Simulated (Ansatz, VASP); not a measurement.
GeBiO4: VASP beside Ansatz

```
Ge Bi O
1.0
     2.63377   -2.94412    0.00000
     2.63377    2.94412    0.00000
     0.00000    0.00000    4.79526
Ge Bi O
1 1 4
Direct
  0.00000 0.00000 0.50000
  0.50000 0.50000 0.00000
  0.14775 0.85225 0.00000
  0.85225 0.14775 0.00000
  0.00000 0.50000 0.50000
  0.50000 0.00000 0.50000
```

Change from the starting cell: species swapped into the GdAlNi4 type (Cmmm, No. 65).

Alike in both runs: functional PBE; k mesh 10 × 10 × 8; occupations gaussian, width 0.1 eV; no spin polarisation.

Ansatz relaxed the structure, and its values are those at the end. VASP's run is a single point on that final structure, the one shown.

|  | VASP | Ansatz |
| --- | --- | --- |
| version | VASP 6.6.1 | Ansatz 0.2.0 |
| potentials or method | VASP PAW PBE potentials, release 64 (Ge_d, Bi_d, O) | scalar-relativistic, plane waves, PAW |
| plane-wave cutoff (eV) | 520 | 420 |
| valence electrons in the cell | 53 | 53 |

|  | VASP | Ansatz | Ansatz less VASP |
| --- | --- | --- | --- |
| gap on the k mesh at the Fermi level (eV) | none | none | - |
| pressure (GPa) | 0.1 | 0.0 | -0.14 |
| rms of the force components (eV/Å) | 0.025 | 0.000 | -0.0246 |

A gap of «none» marks a metal or a gap that the smearing closes. The functional is the same, so the differences come from potentials, cutoffs and numerics.

Caveats: spin-orbit coupling is left out, which moves the levels of the heavy elements; an odd number of electrons without spin polarisation forces a metal; a magnetic or distorted state may lie lower.
